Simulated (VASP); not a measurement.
Level of theory: PBE GGA, VASP's PBE PAW potentials (set 64) (plane waves; VASP).

A VASP calculation is set up with these files.

POSCAR:
```
Ga35CN35
1
    4.8683178927    -8.4321738171     0.0000000000
    4.8683178927     8.4321738171     0.0000000000
    0.0000000000     0.0000000000    10.5562839806
Ga N C
35 35 1
Direct
  0.2195504132   0.1144646696   0.2505810293
  0.1116499663   0.2241639965   0.9973172172
  0.2242024423   0.1129459568   0.7504106115
  0.1052275463   0.2420113979   0.4974299465
  0.2159683216   0.4425321110   0.2575090918
  0.1117953677   0.5547504274   0.9967900291
  0.2269001172   0.4467490896   0.7386979778
  0.1059241628   0.5298966477   0.4966735269
  0.2197908605   0.7731796150   0.2505530526
  0.1136612793   0.8903094839   0.0021714504
  0.2242009216   0.7779272310   0.7502040797
  0.1167721844   0.8918469108   0.5003573836
  0.5517910791   0.1096293317   0.2514965718
  0.4451825031   0.2248150940   0.0017556748
  0.5552869596   0.1111372346   0.7503329840
  0.4394063805   0.2308518308   0.5012266292
  0.5500902605   0.4501131811   0.2563952329
  0.4433336795   0.5551537564   0.9978896301
  0.5604010370   0.4486135140   0.7442659110
  0.5498615169   0.7672703638   0.2565739583
  0.4450862697   0.8873354146   0.0017138911
  0.5603534304   0.7786250874   0.7444361150
  0.4395078256   0.8757741980   0.5013078720
  0.8838508485   0.1086711705   0.2475357518
  0.7765233267   0.2217804174   0.9994948504
  0.8909962076   0.1135311404   0.7500096748
  0.7683485375   0.2175858460   0.4994113133
  0.8839164001   0.4428958975   0.2474077709
  0.7760091169   0.5554660975   0.0000076975
  0.8910430824   0.4442252156   0.7495968416
  0.7845364054   0.5624919902   0.5015441561
  0.8895562157   0.7785470973   0.2495470044
  0.7757337037   0.8874956129   0.0003737576
  0.8938909523   0.7803117293   0.7521658248
  0.7840944708   0.8885930781   0.5019019904
  0.2174886936   0.1209542843   0.4394717520
  0.1051747651   0.2194325405   0.1845136215
  0.2233996617   0.1119232858   0.9390590843
  0.1126782019   0.2217726114   0.6875201084
  0.1049418803   0.5540086098   0.1838579777
  0.2248851372   0.4458741906   0.9294837742
  0.1129812241   0.5575756388   0.6868640968
  0.2176643415   0.7637563138   0.4394274222
  0.1130558988   0.8904520082   0.1907186569
  0.2234094774   0.7785874852   0.9387037337
  0.1156866473   0.8911582805   0.6884739117
  0.5443384781   0.1057431114   0.4400141526
  0.4443765860   0.2264529897   0.1928772253
  0.5534972564   0.1102667899   0.9392916233
  0.4463267587   0.2249501684   0.6880591235
  0.5512539667   0.4782126449   0.4553055853
  0.4384551756   0.5529258158   0.1852307584
  0.5551878529   0.4456365680   0.9333143981
  0.4643512256   0.5655693528   0.6493658828
  0.5511360515   0.7400214270   0.4554059155
  0.4443627159   0.8853592712   0.1927767643
  0.5550540338   0.7763578539   0.9334298604
  0.4463634196   0.8882577145   0.6880498243
  0.8782262144   0.1064136990   0.4357467829
  0.7729508422   0.2202685973   0.1872154379
  0.8878266046   0.1106186965   0.9381416368
  0.7769938826   0.2218188455   0.6878670826
  0.8787499410   0.4388341622   0.4355572774
  0.7717927419   0.5549158541   0.1902773911
  0.8878774453   0.4442139108   0.9377334824
  0.7841348384   0.5590667549   0.6885798433
  0.8967797424   0.7819084452   0.4378312829
  0.7717192741   0.8843734257   0.1905183599
  0.8908055808   0.7789701385   0.9406033916
  0.7839613851   0.8917226767   0.6888619189
  0.5036752648   0.5853020006   0.5151733588
```

### KPOINTS
```
Automatic mesh
0
Gamma
1 1 1
0 0 0
```

**INCAR**
```
SYSTEM  =  Ga35CN35
PREC  =  Normal; ENCUT  =  400; LREAL  =  Auto
LASPH  =  T; ISYM  =  0; NELECT  =  286.0
EDIFF  =  1E-6; NELM  =  100; NELMIN  =  4
ALGO  =  Fast; LMAXMIX  =  4
ISMEAR  =  0; SIGMA  =  0.05
GGA  =  PE
ISPIN  =  2; MAGMOM  =  71*0.0282; NUPDOWN  =  2
LWAVE  =  F; LCHARG  =  F; LORBIT  =  11
LHYPERFINE  =  T
```

POTCAR, in this order: Ga N C (PBE.64 set). Program: vasp_gam. Read from the step before: WAVECAR.

Output

OSZICAR:
```
       N       E                     dE             d eps       ncg     rms          rms(c)
DAV:   1    -0.415532662170E+03   -0.41553E+03   -0.23296E-05   856   0.151E-02    0.680E-03
RMM:   2    -0.415532660090E+03    0.20797E-05   -0.88893E-06   651   0.496E-03    0.166E-03
RMM:   3    -0.415532660386E+03   -0.29587E-06   -0.50560E-06   700   0.337E-03    0.187E-03
RMM:   4    -0.415532660300E+03    0.86135E-07   -0.36022E-07   512   0.129E-03
   1 F= -.41553266E+03 E0= -.41553266E+03  d E =-.248760E-12  mag=     2.0000
```

File OUTCAR:
```
------------------------ aborting loop because EDIFF is reached ----------------------------------------
  FORCE on cell =-STRESS in cart. coord.  units (eV):
  Direction    XX          YY          ZZ          XY          YZ          ZX
  --------------------------------------------------------------------------------------
  Total        9.3796950      0.7561704      0.8417728     -7.6082424     -2.5912153      4.1061713
  in kB       17.3396273      1.3978826      1.5561302    -14.0648590     -4.7902099      7.5908098
  external PRESSURE =       6.7645467 kB  Pullay stress =       0.0000000 kB
  volume of cell :      866.68
      direct lattice vectors                 reciprocal lattice vectors
     4.868317893 -8.432173817  0.000000000     0.102704879 -0.059296690  0.000000000
     4.868317893  8.432173817  0.000000000     0.102704879  0.059296690  0.000000000
     0.000000000  0.000000000 10.556283981     0.000000000  0.000000000  0.094730305
 POSITION                                       TOTAL-FORCE (eV/Angst)
 -----------------------------------------------------------------------------------
      1.62609     -0.88610      2.64520        -0.005518      0.005545      0.000857
      1.63485      0.94874     10.52796        -0.006690      0.003773     -0.002093
      1.64135     -0.93813      7.92155         0.007433      0.005824      0.000810
      1.69047      1.15339      5.25101         0.001632     -0.002923      0.009354
      3.20579      1.91043      2.71834         0.008174     -0.003633      0.005051
      3.24496      3.73507     10.52240        -0.014206      0.012519      0.016981
      3.27954      1.85380      7.79791         0.007655     -0.003725      0.005425
      3.09538      3.57501      5.24303         0.003422      0.005758      0.002842
      4.83410      4.66627      2.64491        -0.008424     -0.009511      0.009653
      4.88765      6.54883      0.02292        -0.000500      0.001849      0.002384
      4.87868      4.66912      7.91937        -0.004436     -0.008750     -0.014791
      4.91028      6.53556      5.28191         0.012612     -0.011152      0.010617
      3.22000     -3.72838      2.65487        -0.013872      0.009258     -0.002920
      3.26176     -1.85818      0.01853        -0.000373      0.014759      0.002239
      3.24436     -3.74515      7.92073        -0.003412     -0.007808      0.000688
      3.26303     -1.75857      5.29109        -0.005488     -0.012672      0.004946
      4.86931     -0.84302      2.70658        -0.001344      0.010397     -0.000172
      4.86095      0.94289     10.53401        -0.005909     -0.012050      0.005872
      4.91220     -0.94261      7.85668         0.002560     -0.004876      0.006680
      6.41222      1.83323      2.70847        -0.004535     -0.007437      0.000793
      6.48665      3.72912      0.01809         0.000069      0.003974     -0.000975
      6.51857      1.84050      7.85848        -0.000773     -0.005119     -0.013666
      6.40321      3.67867      5.29195         0.000792      0.000954     -0.006210
      4.83191     -6.53645      2.61306        -0.007778     -0.001410     -0.006180
      4.86006     -4.67769     10.55095        -0.005994      0.011578     -0.005639
      4.89036     -6.55572      7.91732        -0.010833      0.002696     -0.009386
      4.79984     -4.64413      5.27193         0.022589      0.005913      0.004184
      6.45934     -3.71876      2.61171         0.004990     -0.005383     -0.007044
      6.48204     -1.85966      0.00008         0.005047      0.007346      0.010257
      6.50051     -3.76765      7.91296         0.010333     -0.003754      0.000287
      6.55776     -1.87232      5.29444        -0.008677     -0.012423      0.003984
      8.12086     -0.93605      2.63429        -0.010099      0.001036     -0.014226
      8.09713      0.94240      0.00395         0.014773     -0.015212     -0.003565
      8.15055     -0.95772      7.94008        -0.009656      0.007198      0.010352
      8.14317      0.88115      5.29822         0.011315     -0.000231     -0.009164
      1.64765     -0.81399      4.63919         0.001630      0.000656     -0.000652
      1.58029      0.96344      1.94778        -0.004235      0.004561     -0.002959
      1.63246     -0.93999      9.91297        -0.001878      0.006208     -0.005527
      1.62821      0.91990      7.25766         0.005856      0.000367     -0.003967
      3.20798      3.78661      1.94086        -0.005639     -0.001906     -0.007517
      3.26547      1.86342      9.81189         0.010859      0.002067      0.002478
      3.26448      3.74890      7.25073        -0.007401     -0.004650      0.010570
      4.77787      4.60474      4.63872         0.003556      0.003970     -0.002709
      4.88540      6.55514      2.01328        -0.000659      0.003157     -0.002086
      4.87804      4.68136      9.90922         0.005601     -0.004935      0.003781
      4.90164      6.53891      7.26773         0.001286      0.012706      0.003587
      3.16480     -3.69831      4.64491         0.000600      0.004095     -0.005062
      3.26581     -1.83757      2.03607        -0.003596      0.005820     -0.006513
      3.23141     -3.73740      9.91543        -0.016245     -0.000200     -0.004527
      3.26799     -1.86669      7.26335         0.003103      0.001990     -0.003658
      5.01177     -0.61590      4.80634         0.007470     -0.006810      0.001196
      4.82636      0.96524      1.95535         0.003490     -0.004181     -0.001999
      4.87233     -0.92376      9.85233         0.005841      0.006737      0.002334
      5.01398      0.85349      6.85489         0.013308     -0.003879     -0.003129
      6.28577      1.59271      4.80739         0.002670     -0.010865      0.007049
      6.47351      3.71856      2.03501         0.007680     -0.001666     -0.005488
      6.48174      1.86607      9.85355         0.009075      0.005331      0.002095
      6.49736      3.72613      7.26325         0.012840     -0.007008      0.008329
      4.79354     -6.50806      4.59987         0.013941     -0.002173     -0.002120
      4.83531     -4.66031      1.97630        -0.009181      0.001942     -0.002427
      4.86075     -6.55355      9.90329        -0.015283     -0.003379     -0.003285
      4.86254     -4.68133      7.26132        -0.003119      0.002934      0.002052
      6.41442     -3.70945      4.59787        -0.008941     -0.013647      0.010049
      6.45884     -1.82874      2.00862        -0.001111      0.008675     -0.001374
      6.48504     -3.74105      9.89898        -0.005956      0.003389     -0.002770
      6.53913     -1.89781      7.26884         0.002295      0.003681     -0.000955
      8.17239     -0.96861      4.62187        -0.017119      0.011739     -0.012397
      8.06239      0.94992      2.01117        -0.003227     -0.010588     -0.004070
      8.12900     -0.94302      9.92928         0.005372      0.002327      0.007250
      8.15776      0.90866      7.27182         0.011122     -0.003553     -0.001055
      5.30149      0.68829      5.43832        -0.008885      0.004777      0.007254
 -----------------------------------------------------------------------------------
    total drift:                                0.184045     -0.010775     -0.023940
  FREE ENERGIE OF THE ION-ELECTRON SYSTEM (eV)
  ---------------------------------------------------
  free  energy   TOTEN  =      -415.5326602999 eV

  energy  without entropy=     -415.5326602999  energy(sigma->0) =     -415.53266030

 total charge

# of ion       s       p       d       tot
------------------------------------------
    1        1.003   1.339   0.354   2.696
    2        1.002   1.339   0.355   2.696
    3        1.004   1.354   0.360   2.717
    4        1.032   1.147   0.240   2.419
    5        1.078   1.149   0.230   2.458
    6        1.002   1.341   0.356   2.699
    7        1.018   1.229   0.309   2.557
    8        1.029   1.146   0.240   2.416
    9        1.003   1.340   0.354   2.697
   10        1.003   1.345   0.356   2.704
   11        1.004   1.354   0.360   2.718
   12        1.002   1.284   0.326   2.612
   13        1.003   1.338   0.354   2.694
...
```
(Selected blocks of OUTCAR.)

At this cut-off the stress carries a Pulay error, which pulls relaxed volumes low. The cell is charged, with a uniform compensating background.  The supercell is sampled at Γ alone, which is coarse: total energies, pressure and levels can be off, energies of defects by several tenths of an eV.

The cell is a supercell with a defect, built from GaN (wurtzite): C_Ga-vac_N, charge -2.
